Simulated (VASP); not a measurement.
These are rev-vdW-DF2, VASP's PBE PAW potentials (set 64) (plane waves; VASP) values and carry that method's errors.

Input for VASP

KPOINTS:
```
k-points along high-symmetry lines
15
Line-mode
Reciprocal
  0.000000   0.000000   0.000000 ! GAMMA
 -0.500000  -0.500000   0.000000 ! X

 -0.500000  -0.500000   0.000000 ! X
 -0.375000  -0.375000   0.250000 ! U

 -0.375000  -0.000000   0.375000 ! K
  0.000000   0.000000   0.000000 ! GAMMA

  0.000000   0.000000   0.000000 ! GAMMA
  0.000000   0.000000   0.500000 ! L

  0.000000   0.000000   0.500000 ! L
 -0.500000  -0.250000   0.250000 ! W

 -0.500000  -0.250000   0.250000 ! W
 -0.500000  -0.500000   0.000000 ! X
```

File POSCAR:
```
CdTe
1
    0.0000000000     3.2834971534     3.2834971534
    3.2834971534     0.0000000000     3.2834971534
    3.2834971534     3.2834971534     0.0000000000
Cd Te
1 1
Direct
  0.0000000000   0.0000000000   0.0000000000
  0.2500000000   0.2500000000   0.2500000000
```

INCAR:
```
! general
SYSTEM    =  CdTe
PREC      =  Accurate
ENCUT     =  520
LREAL     =  .FALSE.
LASPH     =  .TRUE.   ! aspherical one-centre terms
ICHARG    =  11

! electronic loop
EDIFF     =  1E-7   ! SCF stop (eV)
NELM      =  100
ALGO      =  Normal   ! blocked Davidson
LMAXMIX   =  4

! smearing
ISMEAR    =  0
SIGMA     =  0.05   ! width (eV)

! functional
GGA       =  MK
LUSE_VDW  =  .TRUE.
AGGAC     =  0.0
PARAM1    =  0.1234568
PARAM2    =  0.7114
ZAB_VDW   =  -1.8867

! output
LWAVE     =  .FALSE.
LCHARG    =  .FALSE.
LORBIT    =  11   ! lm-projected
```

POTCAR, in this order: Cd Te (PBE.64 set). Program: vasp_std. Read from the step before: CHGCAR.

Output

File OSZICAR:
```
       N       E                     dE             d eps       ncg     rms          rms(c)
DAV:   1     0.106728953472E+03    0.10673E+03   -0.84160E+03  2364   0.119E+03
DAV:   2     0.480425578040E+01   -0.10192E+03   -0.98031E+02  2680   0.278E+02
DAV:   3     0.758506983378E+00   -0.40457E+01   -0.40065E+01  2770   0.569E+01
DAV:   4     0.719778429608E+00   -0.38729E-01   -0.38724E-01  3370   0.502E+00
DAV:   5     0.719622516095E+00   -0.15591E-03   -0.15591E-03  2745   0.269E-01
DAV:   6     0.719618160695E+00   -0.43554E-05   -0.43554E-05  3238   0.303E-02
DAV:   7     0.719618085162E+00   -0.75533E-07   -0.75511E-07  2457   0.302E-03
   1 F= 0.71961809E+00 E0= 0.71961809E+00  d E =-.189949E-12
```

### OUTCAR
```
 val. band max:        1.8952298054   @ k =   0.0000   0.0000   0.0000

 cond. band min:       2.3999959094   @ k =   0.0000   0.0000   0.0000



 k-point     1 :       0.0000    0.0000    0.0000
  band No.  band energies     occupation
      1      -9.1013      2.00000
      2      -6.2891      2.00000
      3      -6.2891      2.00000
      4      -6.2891      2.00000
      5      -6.0591      2.00000
      6      -6.0591      2.00000
      7       1.8952      2.00000
      8       1.8952      2.00000
      9       1.8952      2.00000
     10       2.4000      0.00000
     11       6.4816      0.00000
     12       6.4816      0.00000
     13       6.4816      0.00000

 k-point     2 :      -0.0357   -0.0357    0.0000
  band No.  band energies     occupation
      1      -9.0952      2.00000
      2      -6.2875      2.00000
      3      -6.2875      2.00000
      4      -6.2856      2.00000
      5      -6.0597      2.00000
      6      -6.0588      2.00000
      7       1.6350      2.00000
      8       1.8630      2.00000
      9       1.8630      2.00000
     10       2.6651      0.00000
     11       6.4118      0.00000
     12       6.5290      0.00000
     13       6.5290      0.00000

 k-point     3 :      -0.0714   -0.0714    0.0000
  band No.  band energies     occupation
      1      -9.0771      2.00000
      2      -6.2827      2.00000
      3      -6.2827      2.00000
      4      -6.2750      2.00000
      5      -6.0613      2.00000
      6      -6.0578      2.00000
      7       1.2281      2.00000
      8       1.7710      2.00000
      9       1.7710      2.00000
     10       3.0844      0.00000
     11       6.2311      0.00000
     12       6.6667      0.00000
     13       6.6667      0.00000

 k-point     4 :      -0.1071   -0.1071    0.0000
  band No.  band energies     occupation
      1      -9.0481      2.00000
      2      -6.2748      2.00000
      3      -6.2748      2.00000
      4      -6.2570      2.00000
...
```

The density is held fixed in this step, so its total energy and stress have no physical meaning. Unless said otherwise, spin-orbit coupling is left out, though it shifts the bands of the heavy elements here.

The compound is CdTe in the zinc blende structure. It was relaxed first.
